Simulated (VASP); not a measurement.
# Pt: Pt into a neighbouring Pt vacancy, part 4 of 4

Aim: the barrier for one hop in Pt: Pt into a neighbouring Pt vacancy.

VASP 6.6.1; PBEsol; plane waves and PAW (Pt).

So far. Step 3 (Relax the start): The run ended after 12 ionic steps, 0.565 eV below its first step, once the forces on the free atoms met EDIFFG = -0.05. Step 4 (Relax the end): The run ended after 9 ionic steps, 0.475 eV below its first step, once the forces on the free atoms met EDIFFG = -0.05.

### 5. Nudged elastic band

Images on a straight line between the ends relax across the path, while springs keep them spaced along it.

The input, INCAR:

```
SYSTEM = Pt
PREC = Normal
ENCUT = 280
EDIFF = 1E-05
NELM = 120
ISMEAR = 1
SIGMA = 0.15
LREAL = Auto
ALGO = Fast
GGA = PS
NBANDS = 180
LASPH = .TRUE.
LWAVE = .FALSE.
LCHARG = .FALSE.
NCORE = 2
IMAGES = 3
SPRING = -5
IBRION = 1
POTIM = 0.3
NSW = 50
EDIFFG = -0.05
ISYM = 0
ISIF = 0
```

The input, POSCAR:

```
Pt
1.0
    7.8247718132      0.0000000000      0.0000000000
    0.0000000000      7.8247718132      0.0000000000
    0.0000000000      0.0000000000      7.8247718132
Pt
31
Direct
    0.7432638399      0.2439508983      0.9996124000
    0.7425136453      0.0002683242      0.2427092477
    0.9999703407      0.0000671672      0.0000294057
    0.2568395997      0.2432130417      0.9995279419
    0.4999729222      0.4999200537      0.9994065557
    0.7435300732      0.7562556811      0.9998457474
    0.2564814955      0.9994731970      0.2430967840
    0.4993751938      0.2434252358      0.2433729206
    0.7472164228      0.4994791565      0.2477034368
    0.5000869227      0.9998689659      0.5001315548
    0.7480934139      0.2476718142      0.4995654894
    0.7443727404      0.0001563956      0.7565095885
    0.0000878484      0.4996958693      0.9999317157
    0.2560434634      0.7558905011      0.9997249710
    0.0001003523      0.2475646865      0.2476252702
    0.2523047200      0.4998329315      0.2476721663
    0.4998299607      0.7565256936      0.2430455847
    0.9999976506      0.9998026075      0.4994201389
    0.2521171547      0.2475028633      0.4998560454
    0.5001086376      0.5000545082      0.4999641016
    0.7478717440      0.7522990348      0.4994332327
    0.2566268897      0.9996945690      0.7566592645
    0.5003555370      0.2434465621      0.7558388346
    0.7484237159      0.5001309564      0.7514679737
    0.9994008538      0.7519558648      0.2474809289
    0.0001674151      0.4998838288      0.4991187039
    0.2521675929      0.7522068769      0.4997651214
    0.0005141486      0.2477702433      0.7517297828
    0.2521656194      0.5000426751      0.7515866158
    0.5004875533      0.7568893580      0.7567047432
    0.0001492346      0.7519828219      0.7518683538
```

The input, KPOINTS:

```
Automatic mesh
0
Monkhorst-Pack
3 3 3
0 0 0
```

The input, 00/POSCAR:

```
Pt
1.0
    7.8247718132      0.0000000000      0.0000000000
    0.0000000000      7.8247718132      0.0000000000
    0.0000000000      0.0000000000      7.8247718132
Pt
31
Direct
    0.7432638399      0.2439508983      0.9996124000
    0.7425136453      0.0002683242      0.2427092477
    0.9999703407      0.0000671672      0.0000294057
    0.2568395997      0.2432130417      0.9995279419
    0.4999729222      0.4999200537      0.9994065557
    0.7435300732      0.7562556811      0.9998457474
    0.2564814955      0.9994731970      0.2430967840
    0.4993751938      0.2434252358      0.2433729206
    0.7472164228      0.4994791565      0.2477034368
    0.5000869227      0.9998689659      0.5001315548
    0.7480934139      0.2476718142      0.4995654894
    0.7443727404      0.0001563956      0.7565095885
    0.0000878484      0.4996958693      0.9999317157
    0.2560434634      0.7558905011      0.9997249710
    0.0001003523      0.2475646865      0.2476252702
    0.2523047200      0.4998329315      0.2476721663
    0.4998299607      0.7565256936      0.2430455847
    0.9999976506      0.9998026075      0.4994201389
    0.2521171547      0.2475028633      0.4998560454
    0.5001086376      0.5000545082      0.4999641016
    0.7478717440      0.7522990348      0.4994332327
    0.2566268897      0.9996945690      0.7566592645
    0.5003555370      0.2434465621      0.7558388346
    0.7484237159      0.5001309564      0.7514679737
    0.9994008538      0.7519558648      0.2474809289
    0.0001674151      0.4998838288      0.4991187039
    0.2521675929      0.7522068769      0.4997651214
    0.0005141486      0.2477702433      0.7517297828
    0.2521656194      0.5000426751      0.7515866158
    0.5004875533      0.7568893580      0.7567047432
    0.0001492346      0.7519828219      0.7518683538
```

The input, 01/POSCAR:

```
Pt
1.0
    7.8247718132      0.0000000000      0.0000000000
    0.0000000000      7.8247718132      0.0000000000
    0.0000000000      0.0000000000      7.8247718132
Pt
31
Direct
    0.6840553099      0.1846681149      0.9992156559
    0.7444023157      0.0018256888      0.2425121050
    0.9985218364      0.0017003471     -0.0002727424
    0.2550967635      0.2448825881      0.9995088371
    0.5016692620      0.4983393667      0.9992697431
    0.7453111822      0.7548479808      0.9994876827
    0.2551105650      1.0001567688      0.2441496783
    0.5013584325      0.2451057487      0.2429518138
    0.7480547518      0.4980907627      0.2463866434
    0.5007433756      1.0004757812      0.4997226519
    0.7485262472      0.2484132718      0.4994119222
    0.7457518987      0.0019112881      0.7561569088
   -0.0014621055      0.4982486150      0.9999009476
    0.2546025258      0.7545351660      0.9996439660
   -0.0016220740      0.2480963311      0.2464033916
    0.2518029584      0.4993560374      0.2474768344
    0.5006576284      0.7548566162      0.2438904525
    0.9994500862      1.0004656535      0.4993032098
    0.2515892816      0.2482755101      0.4995130932
    0.5006641090      0.4995472219      0.4997054480
    0.7484673938      0.7517289042      0.4994932133
    0.2550141973      1.0004803554      0.7550386288
    0.5017804564      0.2452838020      0.7556324812
    0.7489029794      0.4985657004      0.7526843041
    0.9991206077      0.7516320024      0.2474806093
   -0.0003895530      0.4994592991      0.4991984128
    0.2518355572      0.7516280007      0.4995348886
   -0.0013441160      0.2484440229      0.7527691833
    0.2515326062      0.4995296148      0.7516218930
    0.5008584389      0.7551844907      0.7553269340
   -0.0001971256      0.7516613621      0.7516632340
```

The input, 02/POSCAR:

```
Pt
1.0
    7.8247718132      0.0000000000      0.0000000000
    0.0000000000      7.8247718132      0.0000000000
    0.0000000000      0.0000000000      7.8247718132
Pt
31
Direct
    0.6248467798      0.1253853314      0.9988189118
    0.7462909861      0.0033830534      0.2423149622
    0.9970733321      0.0033335270     -0.0005748905
    0.2533539274      0.2465521346      0.9994897322
    0.5033656017      0.4967586797      0.9991329305
    0.7470922912      0.7534402806      0.9991296180
    0.2537396345      1.0008403406      0.2452025726
    0.5033416712      0.2467862616      0.2425307070
    0.7488930808      0.4967023689      0.2450698500
    0.5013998286      1.0010825964      0.4993137490
    0.7489590804      0.2491547294      0.4992583550
    0.7471310570      0.0036661806      0.7558042291
   -0.0030120595      0.4968013608      0.9998701794
    0.2531615882      0.7531798310      0.9995629610
   -0.0033445002      0.2486279756      0.2451815130
    0.2513011967      0.4988791432      0.2472815025
    0.5014852962      0.7531875388      0.2447353203
    0.9989025218      1.0011286995      0.4991862806
    0.2510614085      0.2490481570      0.4991701409
    0.5012195805      0.4990399356      0.4994467944
    0.7490630436      0.7511587737      0.4995531938
    0.2534015048      1.0012661419      0.7534179932
    0.5032053758      0.2471210420      0.7554261278
    0.7493822430      0.4970004444      0.7539006344
    0.9988403616      0.7513081399      0.2474802898
   -0.0009465212      0.4990347694      0.4992781216
    0.2515035214      0.7510491245      0.4993046558
   -0.0032023806      0.2491178026      0.7538085838
    0.2508995929      0.4990165545      0.7516571702
    0.5012293246      0.7534796235      0.7539491248
   -0.0005434859      0.7513399024      0.7514581141
```

The input, 03/POSCAR:

```
Pt
1.0
    7.8247718132      0.0000000000      0.0000000000
    0.0000000000      7.8247718132      0.0000000000
    0.0000000000      0.0000000000      7.8247718132
Pt
31
Direct
    0.5656382498      0.0661025480      0.9984221676
    0.7481796565      0.0049404179      0.2421178194
    0.9956248278      0.0049667069     -0.0008770385
    0.2516110912      0.2482216810      0.9994706274
    0.5050619414      0.4951779927      0.9989961179
    0.7488734001      0.7520325803      0.9987715532
    0.2523687040      1.0015239124      0.2462554669
    0.5053249099      0.2484667745      0.2421096003
    0.7497314097      0.4953139751      0.2437530566
    0.5020562815      1.0016894117      0.4989048462
    0.7493919137      0.2498961869      0.4991047877
    0.7485102152      0.0054210732      0.7554515494
   -0.0045620134      0.4953541066      0.9998394112
    0.2517206505      0.7518244959      0.9994819559
   -0.0050669265      0.2491596202      0.2439596344
    0.2507994351      0.4984022490      0.2470861706
    0.5023129639      0.7515184614      0.2455801881
    0.9983549575      1.0017917454      0.4990693514
    0.2505335354      0.2498208038      0.4988271886
    0.5017750519      0.4985326492      0.4991881408
    0.7496586933      0.7505886431      0.4996131744
    0.2517888124      1.0020519284      0.7517973576
    0.5046302951      0.2489582820      0.7552197743
    0.7498615066      0.4954351885      0.7551169648
    0.9985601156      0.7509842774      0.2474799702
   -0.0015034893      0.4986102397      0.4993578304
    0.2511714857      0.7504702484      0.4990744230
   -0.0050606452      0.2497915822      0.7548479843
    0.2502665797      0.4985034942      0.7516924475
    0.5016002102      0.7517747562      0.7525713156
   -0.0008898461      0.7510184426      0.7512529942
```

The input, 04/POSCAR:

```
Pt
1.0
    7.8247718132      0.0000000000      0.0000000000
    0.0000000000      7.8247718132      0.0000000000
    0.0000000000      0.0000000000      7.8247718132
Pt
31
Direct
    0.5064297198      0.0068197646      0.9980254235
    0.7500683269      0.0064977825      0.2419206767
    0.9941763235      0.0065998868     -0.0011791866
    0.2498682550      0.2498912274      0.9994515226
    0.5067582812      0.4935973057      0.9988593053
    0.7506545091      0.7506248800      0.9984134885
    0.2509977735      1.0022074842      0.2473083612
    0.5073081486      0.2501472874      0.2416884935
    0.7505697387      0.4939255813      0.2424362632
    0.5027127344      1.0022962270      0.4984959433
    0.7498247470      0.2506376445      0.4989512205
    0.7498893735      0.0071759657      0.7550988697
   -0.0061119674      0.4939068523      0.9998086431
    0.2502797129      0.7504691608      0.9994009509
   -0.0067893527      0.2496912648      0.2427377558
    0.2502976735      0.4979253549      0.2468908387
    0.5031406316      0.7498493840      0.2464250559
    0.9978073931      1.0024547914      0.4989524223
    0.2500056623      0.2505934506      0.4984842364
    0.5023305234      0.4980253629      0.4989294872
    0.7502543431      0.7500185125      0.4996731550
    0.2501761200      1.0028377148      0.7501767219
    0.5060552145      0.2507955219      0.7550134209
    0.7503407701      0.4938699325      0.7563332952
    0.9982798695      0.7506604150      0.2474796506
   -0.0020604574      0.4981857100      0.4994375393
    0.2508394500      0.7498913722      0.4988441902
   -0.0069189098      0.2504653618      0.7558873848
    0.2496335665      0.4979904339      0.7517277247
    0.5019710958      0.7500698889      0.7511935064
   -0.0012362063      0.7506969828      0.7510478744
```

PAW data sets: Pt (PBE family, release 64).

Started as:

```bash
mpirun -np 6 vasp_std
```

The log of the run:

```text
[banner, memory and clock lines left out]
running    6 mpi-ranks, on    1 nodes
 each image running on    2 cores
[...]
01/POSCAR found :  1 types and      31 ions
 [... a notice as in an earlier step ...]

 LDA part: xc-table for (Slater+PW92), standard interpolation
[...]
00/POSCAR found :  1 types and      31 ions
[...]
04/POSCAR found :  1 types and      31 ions
 POSCAR, INCAR and KPOINTS ok, starting setup
[...]
entering main loop
       N       E                     dE             d eps       ncg     rms          rms(c)
DAV:   1     0.135627882256E+04    0.13563E+04   -0.10787E+05  5064   0.100E+03
DAV:   2    -0.150747825907E+03   -0.15070E+04   -0.14292E+04  5484   0.270E+02
DAV:   3    -0.225529551329E+03   -0.74782E+02   -0.68149E+02  5988   0.521E+01
DAV:   4    -0.227752211173E+03   -0.22227E+01   -0.21856E+01  5900   0.881E+00
[...]
RMM:  19    -0.213749111579E+03    0.25141E-04   -0.98178E-05  4658   0.148E-02    0.480E-02
RMM:  20    -0.213749098334E+03    0.13244E-04   -0.39147E-05  3539   0.117E-02    0.266E-02
RMM:  21    -0.213749094411E+03    0.39237E-05   -0.14046E-05  2786   0.658E-03
   1 F= -.21374909E+03 E0= -.21372792E+03  d E =-.213749E+03
[... from here on, the cycles between the ionic steps are left out ...]
   2 F= -.21413170E+03 E0= -.21410956E+03  d E =-.382603E+00
   5 F= -.21435327E+03 E0= -.21433194E+03  d E =-.251320E-01
   9 F= -.21437980E+03 E0= -.21436078E+03  d E =-.660837E-02
  13 F= -.21439725E+03 E0= -.21437865E+03  d E =-.214693E-02
  17 F= -.21440929E+03 E0= -.21439068E+03  d E =-.212961E-02
  21 F= -.21441419E+03 E0= -.21439553E+03  d E =0.301860E-03
  25 F= -.21441654E+03 E0= -.21439782E+03  d E =-.224640E-02
  29 F= -.21441717E+03 E0= -.21439847E+03  d E =-.308186E-03
  33 F= -.21442265E+03 E0= -.21440388E+03  d E =-.268137E-02
  37 F= -.21442483E+03 E0= -.21440603E+03  d E =-.141932E-03
  41 F= -.21443011E+03 E0= -.21441127E+03  d E =-.123409E-02
  45 F= -.21443760E+03 E0= -.21441867E+03  d E =-.333960E-02
  49 F= -.21443099E+03 E0= -.21441213E+03  d E =0.849762E-03
  50 F= -.21443512E+03 E0= -.21441624E+03  d E =-.412525E-02
 BRION: g(F)=  0.367E-02 g(S)=  0.000E+00 retain N=  4 mean eig= 3.20
 eig:   4.753  4.753  2.524  0.775
```

It took 29 min on 6 MPI ranks of Intel Xeon 6975P-C (Granite Rapids), shared host; peak memory 1.8 GiB.

OUTCAR, selected parts (step 5):

```text
  tangential force (eV/A)        -1.438830
  left and right image   0.802252  0.801903 A

  tangential force (eV/A)        -1.442661
  left and right image   0.800768  0.800371 A

 k-point     1 :       0.0000    0.0000    0.0000
  band No.  band energies     occupation
    ...
    147      10.5062      2.07052
    148      10.5626      2.01761
    149      10.7163      0.76670
    150      10.7347      0.57313
    151      10.7396      0.52418
    152      10.7679      0.27810
    153      10.7838      0.16987
    154      10.7861      0.15568
    155      10.8511     -0.05726
    156      10.9496     -0.03759
    ...

 POSITION                                       TOTAL-FORCE (eV/Angst)
 -----------------------------------------------------------------------------------
      5.38455      1.47088      7.81848         0.949100      0.954988     -0.003509
      5.82424     -0.09694      2.01110        -0.152997      0.025371     -0.170558
      7.74950     -0.01577      7.81602         0.049012     -0.101232      0.004434
      1.98291      1.84510      7.81720        -0.053746     -0.021241      0.000131
      3.89670      3.83717      7.81749        -0.101298      0.046833     -0.002075
      5.75651      5.89657      7.81667        -0.018790     -0.059171      0.002136
      1.94055     -0.03351      1.91636        -0.014514     -0.042013     -0.004006
      3.81681      1.91059      2.01002         0.019089     -0.146506     -0.166460
      5.81450      3.83338      1.88953        -0.051285     -0.010045      0.034594
      3.84732     -0.06417      3.90310        -0.018741     -0.020636      0.002624
      5.83132      1.91981      3.90381        -0.068537     -0.069759     -0.002720
      5.81970     -0.09605      5.79854        -0.139658      0.024496      0.171400
      7.72042      3.80897      7.81594         0.047353      0.046026      0.000897
      2.00791      5.92070      7.81567        -0.060703     -0.060319     -0.000590
[...]
-----------------------------------------------------------------------------------
    total drift:                                0.061884      0.071044      0.040173

  FREE ENERGIE OF THE ION-ELECTRON SYSTEM (eV)
  ---------------------------------------------------
  free  energy   TOTEN  =      -214.4351161861 eV

  energy  without entropy=     -214.3784787307  energy(sigma->0) =     -214.41623703

  tangential force (eV/A)        -1.440409
  left and right image   0.808235  0.807931 A

[... 5 parts as in an earlier step ...]

[... 10 further parts left out ...]
[key lines of the parts left out:]
E-fermi :  10.6954
```

The band used up its steps before its forces met the threshold, so no barrier is taken from it.

### 6. Outcome

```json
{
 "result": "none"
}
```

**Reading.** The session ends without its result: «nudged elastic band» used up its steps.

[Lines on the potential files, build, host, timing and source positions are cut from VASP's logs without a mark.]

[Logs are printed without paths, hosts, clocks, repeated set-up lines and the standing remarks that a program may print on its own settings, such as how far it seeks lower states.]

[Hosts, paths, dates, database ids (printed as entryN), source tags and the programs' standing remarks are cut or masked in the printed files.]

[Runs that stopped without an error message from VASP are left out.]
